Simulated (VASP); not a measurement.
OSZICAR of a VASP run on GaN (zinc blende):

OSZICAR:
```
       N       E                     dE             d eps       ncg     rms          rms(c)
DAV:   1     0.865019708142E+02    0.86502E+02   -0.98308E+03   971   0.253E+03
DAV:   2    -0.903293569617E+01   -0.95535E+02   -0.90354E+02  1025   0.358E+02
DAV:   3    -0.159076748220E+02   -0.68747E+01   -0.68301E+01  1040   0.869E+01
DAV:   4    -0.160103790383E+02   -0.10270E+00   -0.10260E+00  1075   0.111E+01
DAV:   5    -0.160116467512E+02   -0.12677E-02   -0.12677E-02  1000   0.119E+00    0.760E+00
DAV:   6    -0.139970284722E+02    0.20146E+01   -0.60272E+00  1333   0.506E+01    0.269E+00
DAV:   7    -0.139723950835E+02    0.24633E-01   -0.30447E-01   915   0.737E+00    0.169E+00
DAV:   8    -0.139481127020E+02    0.24282E-01   -0.80815E-02   988   0.383E+00    0.695E-01
DAV:   9    -0.139442474776E+02    0.38652E-02   -0.19217E-02  1293   0.336E+00    0.183E-01
DAV:  10    -0.139442388928E+02    0.85848E-05   -0.21626E-03  1203   0.793E-01    0.613E-02
DAV:  11    -0.139441864562E+02    0.52437E-04   -0.26180E-04  1354   0.321E-01    0.827E-03
DAV:  12    -0.139441879680E+02   -0.15118E-05   -0.19979E-05   955   0.651E-02    0.380E-03
DAV:  13    -0.139441879970E+02   -0.29043E-07   -0.75163E-07   532   0.978E-03
   1 F= -.13944188E+02 E0= -.13944188E+02  d E =-.139442E+02
```

Question: Which electronic solver shows in the log?

Answer: It is blocked Davidson (ALGO = Normal, or the opening steps of other solvers). The INCAR had ALGO = Normal.

Question: Can the final energy be trusted as converged?

Answer: The calculation finished and met its thresholds. It stopped with EDIFF = 1E-6, NELM = 100, NSW = 60 and EDIFFG = -0.01 after 1 ionic step (LDA (Ceperley-Alder, Perdew-Zunger), plane waves, VASP's LDA PAW potentials (set 64)).

The compound is GaN in the zinc blende structure, a metastable form; wurtzite is the usual one. It was relaxed first. The start is the result of an earlier pass.
